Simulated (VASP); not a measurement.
A VASP 6.6.1 relaxation on LaAs

INCAR

```
LASPH = .TRUE.
ISMEAR = 1
EDIFF = 1E-8
LREAL = .FALSE.
LCHARG = .FALSE.
EDIFFG = -5E-3
GGA = CA
NELM = 120
ISIF = 3
SIGMA = 0.005
IBRION = 2
ENCUT = 600
NSW = 40
LWAVE = .FALSE.
NBANDS = 15
PREC = Accurate
```

KPOINTS

```
KPOINTS created by Atomic Simulation Environment
0
Gamma
6 6 6
0 0 0
```

POSCAR

```
La As
 1.0000000000000000
     0.0000000000000000    3.4041788220137272    3.4041788220137272
     3.4041788220137272    0.0000000000000000    3.4041788220137272
     3.4041788220137272    3.4041788220137272   -0.0000000000000000
 La  As
   1   1
Cartesian
 -0.0000000000000000 -0.0000000000000000 -0.0000000000000000
  1.7020894110068634  1.7020894110068634  1.7020894110068634
```

The recommended LDA PAW datasets give the neutral cell 16 valence electrons.

Command

```
mpirun -np 1 vasp_std
```

Q: How does this run end, and what does it give?

A: It converged. Results: relaxed cell vector lengths 4.713, 4.713, 4.713 Å; relaxed cell volume 74.02 Å³.

OSZICAR

```
N       E                     dE             d eps       ncg     rms          rms(c)
DAV:   1     0.145053628926E+03    0.14505E+03   -0.58936E+03   480   0.131E+03
DAV:   2     0.609734769158E+01   -0.13896E+03   -0.12576E+03   615   0.187E+02
DAV:   3    -0.125958651083E+02   -0.18693E+02   -0.18207E+02   632   0.115E+02
DAV:   4    -0.135966445140E+02   -0.10008E+01   -0.99590E+00   893   0.195E+01
DAV:   5    -0.136309754450E+02   -0.34331E-01   -0.34311E-01   624   0.369E+00    0.390E+00
DAV:   6    -0.129210665691E+02    0.70991E+00   -0.20835E+00   741   0.546E+00    0.212E+00
DAV:   7    -0.128276671741E+02    0.93399E-01   -0.28101E-01   872   0.256E+00    0.962E-01
DAV:   8    -0.128192408152E+02    0.84264E-02   -0.34495E-02   890   0.161E+00    0.239E-01
DAV:   9    -0.128190740611E+02    0.16675E-03   -0.10496E-02   936   0.946E-01    0.109E-01
DAV:  10    -0.128188306757E+02    0.24339E-03   -0.23693E-03   686   0.278E-01    0.568E-02
...
DAV:   2    -0.128767724045E+02    0.79279E-01   -0.27369E-01   820   0.776E+00    0.558E-01
DAV:   3    -0.128621054188E+02    0.14667E-01   -0.46309E-02   848   0.193E+00    0.114E-01
DAV:   4    -0.128617950740E+02    0.31034E-03   -0.43309E-03   761   0.310E-01    0.949E-02
DAV:   5    -0.128618217257E+02   -0.26652E-04   -0.16807E-04   834   0.821E-02    0.683E-02
DAV:   6    -0.128618770241E+02   -0.55298E-04   -0.32579E-04   890   0.141E-01    0.122E-02
DAV:   7    -0.128618721765E+02    0.48475E-05   -0.15419E-05   756   0.283E-02    0.389E-03
DAV:   8    -0.128618719389E+02    0.23762E-06   -0.59450E-07   883   0.594E-03    0.969E-04
DAV:   9    -0.128618719264E+02    0.12565E-07   -0.13651E-07   850   0.180E-03    0.251E-04
DAV:  10    -0.128618719248E+02    0.15420E-08   -0.15760E-08   661   0.855E-04
   3 F= -.12861872E+02 E0= -.12861872E+02  d E =-.429865E-01
```

```csv
ionic step,ΔE (meV/atom),volume (Å³),largest force (eV/Å),pressure (GPa),electronic steps
1,0.0,78.90,0.000,-2.68,15
2,-15.3,71.60,0.000,1.69,12
3,-21.5,74.02,0.000,0.00,10
```

For comparison, a separate LDA relaxation on usual settings, not on those above, ends at 74.02 Å³.
